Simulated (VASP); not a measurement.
OSZICAR of a VASP run on LaRh (space group Cmcm):

OSZICAR:
```
       N       E                     dE             d eps       ncg     rms          rms(c)
DAV:   1     0.517246857341E+03    0.51725E+03   -0.21818E+04  9438   0.221E+03
DAV:   2    -0.102333654752E+02   -0.52748E+03   -0.51938E+03 10398   0.507E+02
DAV:   3    -0.105398040976E+03   -0.95165E+02   -0.91526E+02 13090   0.200E+02
DAV:   4    -0.125105401294E+03   -0.19707E+02   -0.18497E+02 15308   0.681E+01
DAV:   5    -0.127172155580E+03   -0.20668E+01   -0.20402E+01 14532   0.230E+01    0.118E+01
DAV:   6    -0.116159069835E+03    0.11013E+02   -0.23118E+01 11372   0.351E+01    0.654E+00
DAV:   7    -0.111768186787E+03    0.43909E+01   -0.61841E+00 13948   0.184E+01    0.278E+00
DAV:   8    -0.110138608769E+03    0.16296E+01   -0.13236E+00 11732   0.948E+00    0.137E+00
DAV:   9    -0.110684842956E+03   -0.54623E+00   -0.13520E+00 12629   0.723E+00    0.189E+00
DAV:  10    -0.110720423052E+03   -0.35580E-01   -0.67671E-01 10760   0.489E+00    0.453E-01
DAV:  11    -0.110847423945E+03   -0.12700E+00   -0.22335E-01 12332   0.357E+00    0.279E-01
DAV:  12    -0.110874840133E+03   -0.27416E-01   -0.28140E-02 13764   0.141E+00    0.369E-01
DAV:  13    -0.110889739941E+03   -0.14900E-01   -0.11617E-02 12340   0.670E-01    0.148E-01
DAV:  14    -0.110890750165E+03   -0.10102E-02   -0.80452E-03 12878   0.442E-01    0.923E-02
DAV:  15    -0.110890931120E+03   -0.18095E-03   -0.22009E-03 11983   0.303E-01    0.287E-02
DAV:  16    -0.110890675643E+03    0.25548E-03   -0.11825E-03 12140   0.259E-01    0.353E-02
DAV:  17    -0.110891386433E+03   -0.71079E-03   -0.26532E-04 12830   0.131E-01    0.852E-03
DAV:  18    -0.110891461060E+03   -0.74627E-04   -0.97541E-05 11753   0.638E-02    0.730E-03
DAV:  19    -0.110891455677E+03    0.53822E-05   -0.24024E-05 13372   0.403E-02    0.566E-03
DAV:  20    -0.110891460056E+03   -0.43789E-05   -0.61383E-06 12644   0.146E-02    0.155E-03
DAV:  21    -0.110891461142E+03   -0.10858E-05   -0.13834E-06 12662   0.818E-03    0.204E-03
DAV:  22    -0.110891462438E+03   -0.12955E-05   -0.96202E-07 10732   0.827E-03    0.637E-04
DAV:  23    -0.110891462033E+03    0.40460E-06   -0.71481E-08  6437   0.433E-03    0.376E-04
DAV:  24    -0.110891462159E+03   -0.12584E-06   -0.34239E-08  5954   0.365E-03    0.209E-04
DAV:  25    -0.110891462084E+03    0.74988E-07   -0.25409E-08  5828   0.293E-03
   1 F= -.11089146E+03 E0= -.11089146E+03  d E =0.000000E+00
       N       E                     dE             ncg
```

Question: Which electronic solver shows in the log?

Answer: It is blocked Davidson (ALGO = Normal, or the opening steps of other solvers). The INCAR had ALGO = Normal.

Question: Can the final energy be trusted as converged?

Answer: Self-consistency was reached. It stopped with EDIFF = 1E-7, NELM = 100 (r2SCAN meta-GGA, plane waves, VASP's PBE PAW potentials (set 64)).

The structure comes from a computed database's LaRh entry (Cmcm); how it stands against other phases isn't given here. It was relaxed first.
